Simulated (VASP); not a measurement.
The input files of a VASP run:

**INCAR**
```
# general
SYSTEM =TiP
PREC   =Accurate
ENCUT  =400
LREAL  =F
LASPH  =T

# electronic loop
EDIFF  =1E-7   # SCF stop (eV)
NELM   =100   # most electronic steps
ALGO   =Normal
LMAXMIX=4   # l cut-off of mixed one-centre charges

# smearing
ISMEAR =-5

# functional
GGA    =PS

# ions
ISIF   =2

# output
LWAVE  =F
LCHARG =T
LORBIT =11
NEDOS  =601
```

File KPOINTS:
```
Regular mesh
0
gamma
13 13 13
0 0 0
```

**POSCAR**
```
TiP
1
    3.0372437655     0.0000000000     0.0000000000
    0.0000000000     3.0372437655    -0.0000000000
    0.0000000000     0.0000000000     3.0372437655
Ti P
1 1
Direct
  0.0000000000   0.0000000000   0.0000000000
  0.5000000000   0.5000000000   0.5000000000
```

POTCAR, in this order: Ti_sv P (PBE.64 set). Program: vasp_std.

Q: Translate this PBEsol calculation to Quantum ESPRESSO's pw.x.

A: One equivalent input (not run):
```
&CONTROL
  calculation = 'scf'
  pseudo_dir = './pseudo'
  outdir = './out'
  tprnfor = .true.
  tstress = .true.
/
&SYSTEM
  ibrav = 0
  nat = 2
  ntyp = 2
  ecutwfc = 84
  occupations = 'tetrahedra'
  input_dft = 'pbesol'
/
&ELECTRONS
  conv_thr = 7.3e-09
  electron_maxstep = 100
/
ATOMIC_SPECIES
  Ti 47.867 Ti.upf
  P 30.974 P.upf
CELL_PARAMETERS angstrom
     3.0372438    0.0000000    0.0000000
     0.0000000    3.0372438   -0.0000000
     0.0000000    0.0000000    3.0372438
ATOMIC_POSITIONS crystal
  Ti   0.0000000  0.0000000  0.0000000
  P    0.5000000  0.5000000  0.5000000
K_POINTS automatic
  13 13 13 0 0 0
```
Limits of the translation: the potentials are each code's own (VASP's PAW set, PseudoDojo norm-conserving files in pw.x), so ENCUT and ecutwfc are chosen apart and not converted; conv_thr bounds pw.x's estimated SCF error, while EDIFF bounds the energy change between steps.

The structure was generated: TiP was put into the CsCl type type (Pm-3m), which need not be its known phase. It was relaxed first, which changed the volume by -33 %.
